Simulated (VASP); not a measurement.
These are r2SCAN meta-GGA with spin-orbit coupling, VASP's PBE PAW potentials (set 64) (plane waves; VASP 6.6.1) values and carry that method's errors.

Input for VASP

KPOINTS_OPT:
```
k-points along high-symmetry lines
5
Line-mode
Reciprocal
  0.000000   0.000000   0.000000 ! GAMMA
 -0.000000   0.500000   0.000000 ! M

 -0.000000   0.500000   0.000000 ! M
 -0.333333   0.666667   0.000000 ! K

 -0.333333   0.666667   0.000000 ! K
  0.000000   0.000000   0.000000 ! GAMMA

  0.000000   0.000000   0.000000 ! GAMMA
  0.000000   0.000000   0.500000 ! A

  0.000000   0.000000   0.500000 ! A
 -0.000000   0.500000   0.500000 ! L

 -0.000000   0.500000   0.500000 ! L
 -0.333333   0.666667   0.500000 ! H

 -0.333333   0.666667   0.500000 ! H
  0.000000   0.000000   0.500000 ! A

 -0.000000   0.500000   0.500000 ! L
 -0.000000   0.500000   0.000000 ! M

 -0.333333   0.666667   0.500000 ! H
 -0.333333   0.666667   0.000000 ! K
```

### KPOINTS
```
K-points
0
G
 10 10 9
```

### INCAR
```
ALGO=Normal
EDIFF=1E-6
ENCUT=520
GGA_COMPAT=.False.
ISMEAR=0
LASPH=.True.
LCHARG=.False.
LMAXMIX=4
LMIXTAU=.True.
LREAL=.False.
LSORBIT=.True.
LWAVE=.False.
MAGMOM=0 0 0 0 0 0 0 0 0
METAGGA=R2SCAN
NELM=100
PREC=Accurate
SIGMA=0.05
SYSTEM=TiB2
```

**POSCAR**
```
TiB2
1
    1.5130117337    -2.6206132217     0.0000000000
    1.5130117337     2.6206132217     0.0000000000
    0.0000000000    -0.0000000000     3.2295490429
Ti B
1 2
Direct
  1.0000000000   0.0000000000   0.0000000000
  0.3333330000   0.6666670000   0.5000000000
  0.6666670000   0.3333330000   0.5000000000
```

POTCAR, in this order: Ti_sv B (PBE.64 set). Program: vasp_ncl.

Output

File OSZICAR:
```
       N       E                     dE             d eps       ncg     rms          rms(c)
DAV:   1     0.181870689512E+03    0.18187E+03   -0.89387E+03  3648   0.165E+03
DAV:   2    -0.178047226093E+02   -0.19968E+03   -0.19414E+03  3682   0.481E+02
DAV:   3    -0.381471161366E+02   -0.20342E+02   -0.20006E+02  5856   0.139E+02
DAV:   4    -0.394324280316E+02   -0.12853E+01   -0.12816E+01  5090   0.288E+01
DAV:   5    -0.394755815182E+02   -0.43153E-01   -0.43145E-01  5452   0.480E+00    0.178E+01
DAV:   6    -0.308467555208E+02    0.86288E+01   -0.24618E+01  4868   0.730E+01    0.316E+00
DAV:   7    -0.308969992550E+02   -0.50244E-01   -0.18490E+00  4712   0.171E+01    0.302E+00
DAV:   8    -0.308166628531E+02    0.80336E-01   -0.54017E-01  4102   0.851E+00    0.115E+00
DAV:   9    -0.307376992251E+02    0.78964E-01   -0.90605E-01  4142   0.125E+01    0.153E+00
DAV:  10    -0.309726384666E+02   -0.23494E+00   -0.33494E-01  4144   0.624E+00    0.235E-01
DAV:  11    -0.309722898638E+02    0.34860E-03   -0.11315E-02  3920   0.130E+00    0.198E-01
DAV:  12    -0.309718259388E+02    0.46392E-03   -0.10585E-03  4246   0.354E-01    0.861E-02
DAV:  13    -0.309736692449E+02   -0.18433E-02   -0.16653E-03  3804   0.511E-01    0.239E-02
DAV:  14    -0.309738283937E+02   -0.15915E-03   -0.28393E-04  4994   0.189E-01    0.166E-02
DAV:  15    -0.309738044675E+02    0.23926E-04   -0.41461E-05  4024   0.787E-02    0.110E-02
DAV:  16    -0.309738178509E+02   -0.13383E-04   -0.14797E-05  4140   0.598E-02    0.137E-02
DAV:  17    -0.309738235133E+02   -0.56624E-05   -0.70452E-06  3764   0.302E-02    0.342E-03
DAV:  18    -0.309738253267E+02   -0.18134E-05   -0.13693E-06  3096   0.173E-02    0.155E-03
DAV:  19    -0.309738253228E+02    0.39481E-08   -0.17425E-07  1900   0.580E-03
   1 F= -.30973825E+02 E0= -.30973257E+02  d E =-.113691E-02  mag=     0.0000     0.0000    -0.0000
       N       E                     dE             ncg
```

OUTCAR:
```
------------------------ aborting loop because EDIFF is reached ----------------------------------------
  FORCE on cell =-STRESS in cart. coord.  units (eV):
  Direction    XX          YY          ZZ          XY          YZ          ZX
  --------------------------------------------------------------------------------------
  Total        0.0314898      0.0314898      0.0164781      0.0000000     -0.0000000      0.0000000
  in kB        1.9699886      1.9699886      1.0308599      0.0000000     -0.0000000      0.0000000
  external PRESSURE =       1.6569457 kB  Pullay stress =       0.0000000 kB
  volume of cell :       25.61
      direct lattice vectors                 reciprocal lattice vectors
     1.513011734 -2.620613222  0.000000000     0.330466704 -0.190795038  0.000000000
     1.513011734  2.620613222  0.000000000     0.330466704  0.190795038  0.000000000
     0.000000000  0.000000000  3.229549043     0.000000000  0.000000000  0.309640754
 POSITION                                       TOTAL-FORCE (eV/Angst)
 -----------------------------------------------------------------------------------
      0.00000      0.00000      0.00000        -0.000000      0.000000      0.000000
      1.51301      0.87354      1.61477         0.000000     -0.000000      0.000000
      1.51301     -0.87354      1.61477        -0.000000      0.000000     -0.000000
 -----------------------------------------------------------------------------------
    total drift:                               -0.000000     -0.000000      0.000000
  FREE ENERGIE OF THE ION-ELECTRON SYSTEM (eV)
  ---------------------------------------------------
  free  energy   TOTEN  =       -30.9738253228 eV

  energy  without entropy=      -30.9726884115  energy(sigma->0) =      -30.97325687

 Ion:    1  E_soc:     -0.0103454

 Ion:    2  E_soc:     -0.0000078

 Ion:    3  E_soc:     -0.0000078
```
(Selected blocks of OUTCAR.)

The compound is TiB2 in the AlB2 type structure. It was relaxed first.
